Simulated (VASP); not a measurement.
The system is ZrB2.

```
CELL_PARAMETERS angstrom
3.17000 0.00000 0.00000
-1.58500 2.74530 0.00000
0.00000 0.00000 3.53300
ATOMIC_POSITIONS crystal
Zr 0.00000 0.00000 0.00000
B 0.33333 0.66667 0.50000
B 0.66667 0.33333 0.50000
```

| Item | Value |
| --- | --- |
| Program | VASP 6.6.1 |
| Task | relaxation of cell and atoms |
| Functional | PBEsol |
| Potentials or basis | VASP PAW PBE potentials, release 64 (Zr_sv, B) |
| Cutoff | 600 eV |
| k mesh | 15 × 15 × 10 |
| Occupations | methfessel-paxton, width 0.1 eV |
| Spin | no spin polarisation |

At the start: pressure -3.8 GPa; volume 10.25 Å³/atom.

Q: How do energy, volume and symmetry change on relaxing?

A: Over 4 steps the energy falls by 2.0 meV/atom and the volume is 10.09 Å³/atom (-1.6 %); space group P6/mmm (No. 191, to 0.05 Å).

Step by step:
```csv
step,energy change (eV),largest force (eV/Å),pressure (GPa),volume (Å³)
1,0.0000,0.0000,-3.79,30.75
2,0.0031,0.0000,5.07,29.68
3,-0.0059,0.0000,0.05,30.26
4,-0.0060,0.0000,-0.01,30.26
```

Final structure:
```xyz
3
Lattice="3.1570 0.0000 0.0000 -1.5785 2.7340 0.0000 0.0000 0.0000 3.5063" Properties=species:S:1:pos:R:3 pbc="T T T"
Zr    0.0000    0.0000    0.0000
B     0.0000    1.8227    1.7531
B     1.5785    0.9113    1.7531
```

Caveat: the PAW data sets were made with another functional, which shifts forces and pressure a little.
